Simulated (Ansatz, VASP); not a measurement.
YLu2F3 in VASP and in Ansatz

```
Y Lu F
1.0
     3.51535    0.00000    0.00000
     0.00000    3.51535    0.00000
     0.00000    0.00000    9.53949
Y Lu F
1 2 3
Direct
  0.00000 0.00000 0.50000
  0.00000 0.50000 0.16739
  0.50000 0.00000 0.83261
  0.50000 0.50000 0.00000
  0.00000 0.00000 0.00000
  0.50000 0.50000 0.50000
```

Change from the starting cell: species swapped into the Li3MnAs2 type (P-4m2, No. 115).

Alike in both runs: functional PBE; k mesh 4 × 4 × 4; occupations gaussian, width 0.1 eV; no spin polarisation.

Ansatz relaxed the structure, and its values are those at the end. VASP's run is a single point on that final structure, the one shown.

|  | VASP | Ansatz |
| --- | --- | --- |
| version | VASP 6.6.1 | Ansatz 0.2.0 |
| potentials or method | VASP PAW PBE potentials, release 64 (Y_sv, Lu, F) | scalar-relativistic, plane waves, PAW |
| plane-wave cutoff (eV) | 520 | 420 |
| valence electrons in the cell | 82 | 82 |

|  | VASP | Ansatz | Ansatz less VASP |
| --- | --- | --- | --- |
| gap on the k mesh at the Fermi level (eV) | none | none | - |
| pressure (GPa) | 0.1 | 0.0 | -0.11 |
| rms of the force components (eV/Å) | 0.026 | 0.003 | -0.0236 |

A gap of «none» marks a metal or a gap that the smearing closes.

Caveats: the k mesh is coarse (spacing up to 0.45 Å⁻¹), so the values aren't converged. Spin-orbit coupling is left out, which matters for the levels of Lu.
